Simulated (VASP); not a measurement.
# Hf (P6_3/mmc) in VASP: further runs, part 2 of 2

VASP 6.6.1.

## Step 4: Relaxation of shape and atoms at fixed volume, LDA (a relaxed cell with its volume scaled by 1.02)

Contents of INCAR:

```
SYSTEM = Hf
PREC = Accurate
ENCUT = 600
EDIFF = 1E-7
ISMEAR = 1
SIGMA = 0.1
LREAL = .FALSE.
LASPH = .TRUE.
NELM = 80
ALGO = Normal
ISIF = 4
LWAVE = .FALSE.
LCHARG = .FALSE.
IBRION = 2
NSW = 40
EDIFFG = -0.01
```

Contents of KPOINTS:

```
Automatic mesh
0
G
  15 15 7
  0 0 0
```

Contents of POSCAR:

```
Hf                                      
1.0
    3.1398002626      0.0000000000      0.0000000000
   -1.5699001314      2.7191467902      0.0000000000
    0.0000000000      0.0000000000      4.9767078128
  Hf            
     2
Direct
     0.3333333332999970    0.6666666667000030    0.2500000000000000
     0.6666666667000030    0.3333333332999970    0.7500000000000000
```

Potentials or basis: VASP PAW LDA potentials, release 64 (Hf_pv).

Started as:

```sh
> cat potpaw_LDA.64/Hf_pv/POTCAR > POTCAR
> mpirun -np 1 vasp_std > vasp.out
```

OUTCAR:

```text
SYSTEM = Hf
   PREC = Accurate
   ENCUT = 600
   EDIFF = 1E-7
   ISMEAR = 1
   LREAL = .FALSE.
   LASPH = .TRUE.
   NELM = 80
   ISIF = 4
   IBRION = 2
   NSW = 40
   EDIFFG = -0.01

 ion  position               nearest neighbor table
   1  0.333  0.667  0.250-   2 3.08   2 3.08   2 3.08   2 3.08   2 3.08   2 3.08
   2  0.667  0.333  0.750-   1 3.08   1 3.08   1 3.08   1 3.08   1 3.08   1 3.08

  LATTYP: Found a hexagonal cell.
 ALAT       =     3.1398002626
 C/A-ratio  =     1.5850396193
[... 651 lines left out ...]

  FORCE on cell =-STRESS in cart. coord.  units (eV):
  Direction    XX          YY          ZZ          XY          YZ          ZX
  --------------------------------------------------------------------------------------
  -------------------------------------------------------------------------------------
  Total       -0.6089045     -0.6089045     -0.6181875      0.0000000      0.0000000      0.0000000
  in kB      -22.9605833    -22.9605833    -23.3106280      0.0000000      0.0000000      0.0000000
  external PRESSURE =     -23.0772649 kB  Pullay stress =       0.0000000 kB

 VOLUME and BASIS-vectors are now :
 -----------------------------------------------------------------------------
  energy-cutoff  :      600.00
  volume of cell :       42.49
      direct lattice vectors                 reciprocal lattice vectors
     3.140814195  0.000000000  0.000000000     0.318388780  0.183821848  0.000000000
    -1.570407097  2.720024881 -0.000000000    -0.000000000  0.367643696 -0.000000000
    -0.000000000  0.000000000  4.973495124    -0.000000000  0.000000000  0.201065845

 POSITION                                       TOTAL-FORCE (eV/Angst)
 -----------------------------------------------------------------------------------
     -0.00000      1.81335      1.24337         0.000000     -0.000000      0.000000
      1.57041      0.90667      3.73012        -0.000000      0.000000      0.000000
 -----------------------------------------------------------------------------------
    total drift:                               -0.000000      0.000000     -0.000000

  FREE ENERGIE OF THE ION-ELECTRON SYSTEM (eV)
  ---------------------------------------------------
  free  energy   TOTEN  =       -21.3851212340 eV

  energy  without entropy=      -21.3847398159  energy(sigma->0) =      -21.38499409

 reached required accuracy - stopping structural energy minimisation
```

OSZICAR:

```text
N       E                     dE             d eps       ncg     rms          rms(c)
DAV:   1     0.505897897948E+02    0.50590E+02   -0.12720E+04  3024   0.153E+03
DAV:   2    -0.200295324984E+02   -0.70619E+02   -0.69335E+02  3768   0.288E+02
DAV:   3    -0.220915957058E+02   -0.20621E+01   -0.20303E+01  4080   0.321E+01
DAV:   4    -0.221090706593E+02   -0.17475E-01   -0.17468E-01  3528   0.360E+00
DAV:   5    -0.221093305268E+02   -0.25987E-03   -0.25985E-03  4152   0.349E-01    0.671E+01
DAV:   6    -0.215805854818E+02    0.52875E+00   -0.47082E-01  3198   0.513E+00    0.395E+01
DAV:   7    -0.213936464460E+02    0.18694E+00   -0.74251E-01  3260   0.619E+00    0.188E+00
DAV:   8    -0.213850170268E+02    0.86294E-02   -0.46729E-02  3396   0.169E+00    0.317E-01
DAV:   9    -0.213851106520E+02   -0.93625E-04   -0.10516E-03  4200   0.255E-01    0.204E-01
DAV:  10    -0.213851095115E+02    0.11405E-05   -0.39875E-05  3492   0.526E-02    0.240E-01
DAV:  11    -0.213851053743E+02    0.41372E-05   -0.54310E-06  4110   0.174E-02    0.123E-02
DAV:  12    -0.213851053518E+02    0.22513E-07   -0.43744E-07  3552   0.520E-03
   1 F= -.21385105E+02 E0= -.21384967E+02  d E =-.213851E+02
       N       E                     dE             d eps       ncg     rms          rms(c)
DAV:   1    -0.213851837955E+02   -0.78421E-04   -0.39623E-03  3156   0.522E-01    0.561E-02
DAV:   2    -0.213851370277E+02    0.46768E-04   -0.66280E-05  3986   0.639E-02    0.246E-02
DAV:   3    -0.213851234121E+02    0.13616E-04   -0.16216E-05  4070   0.277E-02    0.220E-02
DAV:   4    -0.213851212553E+02    0.21568E-05   -0.46893E-06  4248   0.154E-02    0.917E-03
DAV:   5    -0.213851212340E+02    0.21221E-07   -0.25362E-07  2814   0.380E-03
   2 F= -.21385121E+02 E0= -.21384994E+02  d E =-.158822E-04
```

Run time: 2 min. Hardware: 1 thread of AMD EPYC 7R13 (Zen 3), shared host; peak memory 0.17 GiB.

Results:

* Free energy: -21.3851 eV
* Energy gained by relaxing: 0.0 meV/atom
* Ionic steps: 2
* Pressure after relaxing: -2.3 GPa
* Band gap on the k mesh: none (metal or under the smearing width)

Final structure:
```cif
data_structure
_symmetry_space_group_name_H-M 'P 1'
_symmetry_Int_Tables_number 1
_cell_length_a 3.1408
_cell_length_b 3.1408
_cell_length_c 4.9735
_cell_angle_alpha 90.000
_cell_angle_beta 90.000
_cell_angle_gamma 120.000
_cell_volume 42.49
loop_
_atom_site_label
_atom_site_type_symbol
_atom_site_fract_x
_atom_site_fract_y
_atom_site_fract_z
_atom_site_occupancy
Hf1 Hf 0.33333 0.66667 0.25000 1
Hf2 Hf 0.66667 0.33333 0.75000 1
```

Spin-orbit coupling is left out, which matters for the levels of Hf.

## Step 5: Overview

```tsv
cell	gap on the mesh (eV)	pressure (GPa)
atoms relaxed at fixed volume from: a relaxed cell with its volume scaled by 0.98	none	2.5
atoms relaxed at fixed volume	none	0.0
atoms relaxed at fixed volume from: a relaxed cell with its volume scaled by 1.02	none	-2.3
```

Alike in all rows: task relaxation of shape and atoms at fixed volume; level LDA; potentials or basis VASP PAW LDA potentials, release 64 (Hf_pv); no spin polarisation; k mesh 15 × 15 × 7; cutoff (eV) 600; smearing methfessel-paxton 0.1 eV.

Caveats: the relaxation stopped at its first step, so nothing moved (some runs).

Absolute energies hang on the potentials; compare differences alone.
